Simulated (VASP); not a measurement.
```xyz
4
Lattice="3.9263 0.0000 0.0000 0.0000 3.9263 0.0000 0.0000 0.0000 3.9263" Properties=species:S:1:pos:R:3 pbc="T T T"
Ti     0.0000     0.0000     0.0000
Pt     0.0000     1.9632     1.9632
Pt     1.9632     0.0000     1.9632
Pt     1.9632     1.9632     0.0000
```

Level of theory: TPSS meta-GGA, VASP's PBE PAW potentials (set 64) (plane waves; VASP 6.6.1). Run with 520 eV cut-off, 9×9×9 Γ-centred mesh, tetrahedra with Blöchl corrections, potentials Ti_sv Pt.

Unless said otherwise, spin-orbit coupling is left out, though it shifts the bands of the heavy elements here.

Question: What does the run give for the energy per atom (σ→0), band gap (over mesh and band path) with the smallest direct gap where there is one?

Answer: 
band gap (over mesh and band path): none (metal, semimetal or under 0.01 eV)
energy per atom (σ→0): -9.573 eV/atom

Only differences to runs with the same potentials and settings are physical.

The compound is Pt3Ti in the L1_2 structure. It was relaxed first.
